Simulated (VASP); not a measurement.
# BAs (relaxed from the CsCl type structure, space group Pm-3m): computed properties

Computed with PBEsol GGA, VASP's PBE PAW potentials (set 64) (plane waves; VASP).

```json
{
 "space_group": "Pm-3m (221)",
 "cell": "a = b = c = 2.900 Å, α = β = γ = 90.00°",
 "volume_per_atom": "12.19 Å³/atom",
 "band gap (over mesh and band path)": "none (metal, semimetal or under 0.01 eV)",
 "density": "5.84 g/cm³"
}
```

```cif
data_AsB
_chemical_formula_sum 'B1 As1'
_space_group_name_H-M_alt 'Pm-3m'
_space_group_IT_number 221
_space_group_name_Hall '-P 4 2 3'
_cell_length_a 2.89958
_cell_length_b 2.89958
_cell_length_c 2.89958
_cell_angle_alpha 90.000
_cell_angle_beta 90.000
_cell_angle_gamma 90.000
loop_
_atom_site_label
_atom_site_type_symbol
_atom_site_symmetry_multiplicity
_atom_site_Wyckoff_symbol
_atom_site_fract_x
_atom_site_fract_y
_atom_site_fract_z
_atom_site_occupancy
B1 B 1 a 0.00000 0.00000 0.00000 1
As1 As 1 b 0.50000 0.50000 0.50000 1
```

The structure was generated: BAs was put into the CsCl type type (Pm-3m), which need not be its known phase. It was relaxed first, which changed the volume by +33 %. Symmetry was kept, so distortions that lower it aren't found.
